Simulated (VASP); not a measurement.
Input for VASP

**KPOINTS**
```
Automatic mesh
0
Gamma
9 9 9
0 0 0
```

**POSCAR**
```
Si2Ni
1
    0.0000000000     2.6931550000     2.6931550000
    2.6931550000     0.0000000000     2.6931550000
    2.6931550000     2.6931550000     0.0000000000
Si Ni
2 1
Direct
  0.2500000000   0.2500000000   0.2500000000
  0.7500000000   0.7500000000   0.7500000000
  0.0000000000   0.0000000000   0.0000000000
```

**INCAR**
```
SYSTEM = Si2Ni
PREC = Accurate
ENCUT = 300
EDIFF = 1E-6
NELM = 100
ALGO = Normal
LREAL = .FALSE.
LASPH = .TRUE.
ISMEAR = 0
SIGMA = 0.1
LMAXMIX = 4
LWAVE = .FALSE.
LCHARG = .FALSE.
ISIF = 2
```

POTCAR, in this order: Si Ni (LDA.64 set). Program: vasp_std.

Write an equivalent input for Ansatz.

One equivalent input (not run):
Ansatz 0.2 input:
```yaml
crystal:
  lattice:
    - [0.0000000, 2.6931550, 2.6931550]
    - [2.6931550, 0.0000000, 2.6931550]
    - [2.6931550, 2.6931550, 0.0000000]
  atoms:
    - { symbol: Si, position: [0.2500000, 0.2500000, 0.2500000] }
    - { symbol: Si, position: [0.7500000, 0.7500000, 0.7500000] }
    - { symbol: Ni, position: [0.0000000, 0.0000000, 0.0000000] }
kpoints:
  mp_grid: { grid: [9, 9, 9] }
hamiltonian:
  xc: lda
  pseudopotentials: { kind: paw }
scf:
  occupations: { method: gaussian, width: 0.1 }
  max_iter: 100
output: { forces: true, stress: true, eigenvalues: true }
```
What does not carry over: each code has its own PAW files, so the cut-off isn't converted (ENCUT is set for VASP's; basis.ecutwfc is left out, and Ansatz then takes the one that its files recommend); Ansatz stops its SCF on the density residual and VASP on the energy change (EDIFF); Ansatz's lda is the Perdew-Wang form, while the LDA potentials of VASP carry Perdew-Zunger's.

The structure comes from a computed database's Si2Ni entry (Fm-3m); how it stands against other phases isn't given here. The cell was not relaxed at this level. The run is one of a series of settings (GGA removed, POTCAR Si Ni (LDA.64 set) against the base run), some of them coarse on purpose.
